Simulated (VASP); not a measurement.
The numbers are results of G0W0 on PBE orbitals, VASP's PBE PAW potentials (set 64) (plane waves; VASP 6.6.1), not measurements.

VASP ran on this input.

KPOINTS:
```
Automatic mesh
0
Gamma
4 4 4
0 0 0
```

**INCAR**
```
LCHARG=.FALSE.
ENCUT=500   # plane-wave cut-off (eV)
NELMGW=1
ENCUTGW=300
LWAVE=.FALSE.
LASPH=.TRUE.   # aspherical one-centre terms
ISMEAR=0
NBANDS=320
PREC=Normal
ALGO=EVGW0
NBANDSGW=17
SYSTEM=GaN
NOMEGA=64
GGA=PE   # PBE
LREAL=.FALSE.   # projection in real space or not
LSPECTRALGW=.TRUE.
SIGMA=0.01
```

File POSCAR:
```
GaN
3.1961230
  0.0000000000   0.7071067040   0.7071067040
  0.7071067040   0.0000000000   0.7071067040
  0.7071067040   0.7071067040   0.0000000000
Ga N
1 1
direct
  0.0000000000   0.0000000000   0.0000000000
  0.2500000000   0.2500000000   0.2500000000
```

POTCAR, in this order: Ga_d_GW N_GW_new (PBE.64 set). Program: vasp_std. Read from the step before: WAVECAR, WAVEDER.

The resulting files:

**OSZICAR**
```
energies w=
    0.000    0.000    0.563    0.000    1.126    0.000    1.685    0.000
    2.241    0.000    2.792    0.000    3.337    0.000    3.876    0.000
    4.408    0.000    4.932    0.000    5.450    0.000    5.960    0.000
    6.462    0.000    6.959    0.000    7.448    0.000    7.932    0.000
    8.412    0.000    8.887    0.000    9.358    0.000    9.828    0.000
   10.295    0.000   10.763    0.000   11.231    0.000   11.700    0.000
   12.173    0.000   12.650    0.000   13.132    0.000   13.622    0.000
   14.121    0.000   14.629    0.000   15.150    0.000   15.686    0.000
   16.238    0.000   16.809    0.000   17.402    0.000   18.020    0.000
   18.667    0.000   19.347    0.000   20.064    0.000   20.823    0.000
   21.632    0.000   22.498    0.000   23.428    0.000   24.435    0.000
   25.530    0.000   26.727    0.000   28.046    0.000   29.509    0.000
   31.144    0.000   32.987    0.000   35.085    0.000   37.496    0.000
   40.301    0.000   43.606    0.000   47.562    0.000   52.381    0.000
   58.381    0.000   66.054    0.000   76.202    0.000   90.236    0.000
  110.882    0.000  144.178    0.000  206.710    0.000  366.524    0.000
NQ=   1    0.0000    0.0000    0.0000,
 performed        445000 updates of chi_q(r,r)
NQ=   2    0.2500    0.0000    0.0000,
 performed       1194000 updates of chi_q(r,r)
NQ=   3    0.5000    0.0000    0.0000,
 performed       1856000 updates of chi_q(r,r)
NQ=   4    0.2500    0.2500    0.0000,
 performed       2605000 updates of chi_q(r,r)
NQ=   5    0.5000    0.2500    0.0000,
 performed       3594000 updates of chi_q(r,r)
NQ=   6   -0.2500    0.2500    0.0000,
 performed       4496000 updates of chi_q(r,r)
NQ=   7    0.5000    0.5000    0.0000,
 performed       5093000 updates of chi_q(r,r)
NQ=   8   -0.2500    0.5000    0.2500,
 performed       5821000 updates of chi_q(r,r)
 resolving degeneracies of screened two electron integrals
```

**OUTCAR**
```


 k-point   1 :       0.0000    0.0000    0.0000
  band No.  KS-energies  QP-energies   sigma(KS)   V_xc(KS)     V^pw_x(r,r')   Z            occupation Imag(sigma)

      1     -10.1832     -11.3660     -16.6741     -14.8376     -24.5368       0.6441       2.0000       1.0326
      2      -7.8425     -10.4317     -25.1294     -21.4956     -34.8235       0.7125       2.0000       0.2096
      3      -7.8425     -10.4317     -25.1294     -21.4956     -34.8235       0.7125       2.0000       0.2096
      4      -7.8425     -10.4317     -25.1294     -21.4956     -34.8235       0.7125       2.0000       0.2096
      5      -7.5369     -10.2092     -25.5296     -21.8058     -35.2006       0.7176       2.0000       0.1534
      6      -7.5369     -10.2092     -25.5296     -21.8058     -35.2006       0.7176       2.0000       0.1534
      7       5.6858       4.8361     -18.8280     -17.6852     -21.4827       0.7436       2.0000       0.0828
      8       5.6858       4.8361     -18.8280     -17.6852     -21.4827       0.7436       2.0000       0.0828
      9       5.6858       4.8361     -18.8280     -17.6852     -21.4827       0.7436       2.0000       0.0828
     10       7.3380       7.6059     -12.9819     -13.3306      -8.7496       0.7683       0.0000      -0.0695
     11      15.8857      16.3075     -10.8362     -11.3854      -5.3098       0.7681       0.0000      -0.1159
     12      15.8857      16.3075     -10.8362     -11.3854      -5.3098       0.7681       0.0000      -0.1159
     13      15.8857      16.3075     -10.8362     -11.3854      -5.3098       0.7681       0.0000      -0.1159
     14      23.1581      23.4838      -9.2876      -9.7242      -2.6890       0.7461       0.0000      -0.4671
     15      24.3703      24.4244      -9.5095      -9.5814      -2.9540       0.7528       0.0000      -0.6558
     16      24.3703      24.4244      -9.5095      -9.5814      -2.9540       0.7528       0.0000      -0.6558
     17      24.3703      24.4244      -9.5095      -9.5814      -2.9540       0.7528       0.0000      -0.6558

 k-point   2 :       0.2500    0.0000    0.0000
  band No.  KS-energies  QP-energies   sigma(KS)   V_xc(KS)     V^pw_x(r,r')   Z            occupation Imag(sigma)

      1      -9.6636     -11.0663     -18.3437     -16.2385     -26.4537       0.6663       2.0000       0.8968
      2      -7.7841     -10.3861     -25.2064     -21.5617     -34.9100       0.7139       2.0000       0.2059
      3      -7.7841     -10.3861     -25.2064     -21.5617     -34.9100       0.7139       2.0000       0.2059
      4      -7.5322     -10.2065     -25.5301     -21.8100     -35.2118       0.7189       2.0000       0.1559
      5      -7.5322     -10.2065     -25.5301     -21.8100     -35.2118       0.7189       2.0000       0.1559
      6      -7.4640      -9.8443     -23.7543     -20.4161     -32.9785       0.7130       2.0000       0.3137
      7       1.8278       0.8127     -16.4946     -15.0998     -19.8647       0.7278       2.0000       0.1282
      8       5.1684       4.2808     -18.3751     -17.1808     -21.0995       0.7432       2.0000       0.0861
      9       5.1684       4.2808     -18.3751     -17.1808     -21.0995       0.7432       2.0000       0.0861
     10       9.6784      10.0368     -13.1970     -13.6676      -8.5568       0.7615       0.0000      -0.0783
     11      14.3924      14.8339     -12.1974     -12.7849      -6.6460       0.7515       0.0000      -0.1171
     12      16.3432      16.7606     -11.0743     -11.6222      -5.4202       0.7616       0.0000      -0.1376
     13      16.3432      16.7606     -11.0743     -11.6222      -5.4202       0.7616       0.0000      -0.1376
     14      21.5856      21.6442      -9.0613      -9.1386      -2.8205       0.7581       0.0000      -0.4518
     15      22.3775      22.6410     -10.4526     -10.7962      -4.5054       0.7667       0.0000      -0.3591
     16      22.3775      22.6410     -10.4526     -10.7962      -4.5054       0.7667       0.0000      -0.3591
     17      28.1082      28.5305     -10.4002     -10.9475      -3.1211       0.7717       0.0000      -0.9436

 k-point   3 :       0.5000    0.0000    0.0000
  band No.  KS-energies  QP-energies   sigma(KS)   V_xc(KS)     V^pw_x(r,r')   Z            occupation Imag(sigma)

      1      -9.3345     -11.0972     -20.7584     -18.1775     -29.4234       0.6830       2.0000       0.6750
      2      -7.7589     -10.3706     -25.2257     -21.5695     -34.9143       0.7143       2.0000       0.1984
      3      -7.7589     -10.3706     -25.2257     -21.5695     -34.9143       0.7143       2.0000       0.1984
      4      -7.4913     -10.1643     -25.5989     -21.8811     -35.3176       0.7190       2.0000       0.1610
      5      -7.4913     -10.1643     -25.5989     -21.8811     -35.3176       0.7190       2.0000       0.1610
      6      -6.2575      -8.3188     -22.7673     -19.8724     -31.3506       0.7121       2.0000       0.4187
      7      -1.3202      -2.3595     -14.4072     -12.9395     -18.5635       0.7081       2.0000       0.2820
      8       4.7241       3.8054     -18.0498     -16.8116     -20.8541       0.7420       2.0000       0.0897
      9       4.7241       3.8054     -18.0498     -16.8116     -20.8541       0.7420       2.0000       0.0897
     10      10.2377      10.6443     -12.0052     -12.5305      -7.2066       0.7742       0.0000      -0.0802
     11      14.3609      14.7623     -13.5134     -14.0689      -7.5335       0.7225       0.0000      -0.1424
     12      15.9523      16.3136     -10.8584     -11.3295      -5.4253       0.7669       0.0000      -0.1310
     13      15.9523      16.3136     -10.8584     -11.3295      -5.4253       0.7669       0.0000      -0.1310
     14      21.2119      21.3729      -9.7453      -9.9607      -3.2531       0.7475       0.0000      -0.4100
     15      25.1405      25.4376     -11.6189     -12.0131      -4.3665       0.7537       0.0000      -0.7316
     16      25.1405      25.4376     -11.6189     -12.0131      -4.3665       0.7537       0.0000      -0.7316
     17      28.5805      29.1278     -11.4596     -12.1624      -4.2406       0.7788       0.0000      -1.0241

 k-point   4 :       0.2500    0.2500    0.0000
  band No.  KS-energies  QP-energies   sigma(KS)   V_xc(KS)     V^pw_x(r,r')   Z            occupation Imag(sigma)

      1      -9.5175     -11.0061     -19.0045     -16.7899     -27.2525       0.6722       2.0000       0.8427
      2      -7.7059     -10.3199     -25.3167     -21.6607     -35.0461       0.7150       2.0000       0.2030
      3      -7.7059     -10.3199     -25.3167     -21.6607     -35.0461       0.7150       2.0000       0.2030
      4      -7.6792     -10.2675     -24.9006     -21.2829     -34.4383       0.7155       2.0000       0.2007
      5      -7.4998     -10.1773     -25.5763     -21.8523     -35.2657       0.7190       2.0000       0.1538
      6      -7.3260      -9.6743     -23.5800     -20.2886     -32.6960       0.7135       2.0000       0.3196
      7       2.2446       1.2616     -17.0874     -15.7446     -20.3886       0.7320       2.0000       0.1176
      8       4.2077       3.2518     -17.5315     -16.2418     -20.4133       0.7412       2.0000       0.0942
      9       4.2077       3.2518     -17.5315     -16.2418     -20.4133       0.7412       2.0000       0.0942
     10      10.2105      10.4722     -12.9395     -13.2835      -8.3178       0.7605       0.0000      -0.0812
     11      12.9866      13.5200     -11.5367     -12.2275      -6.3670       0.7722       0.0000      -0.0918
     12      17.2294      17.3556     -10.1710     -10.3362      -4.7799       0.7637       0.0000      -0.1665
     13      17.5716      18.0253     -12.1050     -12.7164      -5.8680       0.7418       0.0000      -0.2020
     14      17.5716      18.0253     -12.1050     -12.7164      -5.8680       0.7418       0.0000      -0.2020
     15      26.7630      27.2498     -11.2971     -11.9274      -5.0700       0.7723       0.0000      -0.5385
     16      27.7315      28.2023     -10.9378     -11.5562      -3.7120       0.7613       0.0000      -0.9836
     17      28.4056      28.5970      -9.7315      -9.9779      -2.9600       0.7765       0.0000      -0.9066

 k-point   5 :       0.5000    0.2500    0.0000
  band No.  KS-energies  QP-energies   sigma(KS)   V_xc(KS)     V^pw_x(r,r')   Z            occupation Imag(sigma)

      1      -9.2389     -11.0726     -21.2652     -18.5930     -30.0478       0.6862       2.0000       0.6341
      2      -7.7309     -10.3459     -25.1642     -21.5088     -34.8157       0.7154       2.0000       0.1953
      3      -7.6508     -10.2801     -25.3890     -21.7194     -35.1193       0.7165       2.0000       0.1946
      4      -7.6010     -10.2532     -25.3833     -21.6859     -35.0672       0.7173       2.0000       0.1727
      5      -7.4851     -10.1627     -25.6017     -21.8821     -35.3158       0.7199       2.0000       0.1586
      6      -6.0893      -8.0665     -22.3195     -19.5485     -30.7213       0.7135       2.0000       0.4442
      7      -0.2448      -1.2768     -15.3323     -13.8797     -19.2447       0.7104       2.0000       0.2048
      8       2.5907       1.5758     -16.2750     -14.8936     -19.3891       0.7347       2.0000       0.1125
      9       3.7913       2.8131     -17.2577     -15.9351     -20.2127       0.7396       2.0000       0.0985
     10      11.0138      11.2380     -11.3941     -11.6846      -6.6917       0.7717       0.0000      -0.0852
     11      13.2706      13.8842     -13.6810     -14.5043      -8.2470       0.7452       0.0000      -0.1046
     12      15.9652      16.3095     -12.0759     -12.5376      -6.2775       0.7456       0.0000      -0.1535
     13      17.7709      18.1961     -12.0208     -12.5954      -5.7933       0.7400       0.0000      -0.2191
     14      19.9017      20.1963     -11.4671     -11.8673      -4.8946       0.7361       0.0000      -0.3389
     15      26.6231      26.9741     -11.4117     -11.8712      -4.4026       0.7640       0.0000      -0.7704
     16      27.1334      27.4513     -10.3151     -10.7280      -3.3763       0.7697       0.0000      -0.8517
     17      28.9321      29.3970     -11.3179     -11.9190      -4.2001       0.7734       0.0000      -0.9865

 k-point   6 :      -0.2500    0.2500    0.0000
  band No.  KS-energies  QP-energies   sigma(KS)   V_xc(KS)     V^pw_x(r,r')   Z            occupation Imag(sigma)

...
```
(Selected blocks of OUTCAR.)

The mesh is coarse and the basis finite, so the quasiparticle values are not converged.

The compound is GaN in the zinc blende structure, a metastable form; wurtzite is the usual one. The cell was not relaxed at this level. The k-mesh is coarse (spacing up to 0.60 per Å, 2π included), so the numbers may not be converged in it.
